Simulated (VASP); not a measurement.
The system is LuAlN2.

```
Al N Lu
1.0
     3.05866    0.00000    0.00000
     0.00000    3.05866    0.00000
     0.00000    0.00000    4.57493
Al N Lu
1 2 1
Direct
  0.00000 0.00000 0.00000
  0.00000 0.00000 0.50000
  0.50000 0.50000 0.00000
  0.50000 0.50000 0.50000
```

The cell was built by a generator and needn't be a form met in nature.

The cell isn't the ideal one: epitaxial_xy strain -3.5%.

Base run:

| Item | Value |
| --- | --- |
| Program | VASP 6.6.1 |
| Functional | r2SCAN |
| Potentials or basis | VASP PAW PBE potentials, release 64 (Al, N, Lu) |
| Cutoff | 520 eV |
| k mesh | 8 × 8 × 6 |
| Occupations | fermi-dirac, width 0.02 eV |
| Spin | no spin polarisation |

Its results: band gap on the k mesh 0.54 eV, direct; pressure 14.4 GPa.

Q: The run is repeated on the same cell with these changes: functional from r2SCAN to PBE; further incar settings from ALGO = Normal; EDIFF = 1e-07; NBANDS = 27 to ALGO = Fast; EDIFF = 1e-06; NBANDS = 27. What comes out?

A: Band gap on the k mesh 0.14 eV, direct; pressure 17.7 GPa.

Caveats: spin-orbit coupling is left out, which moves the levels of the heavy elements; the PAW data sets were made with another functional, which shifts forces and pressure a little (some runs); so large a pressure means that the cell lies far from this level's equilibrium, or that cutoff or potentials fall short (some runs).

A k mesh can miss the band edges.

Not every run made on this cell is shown here.
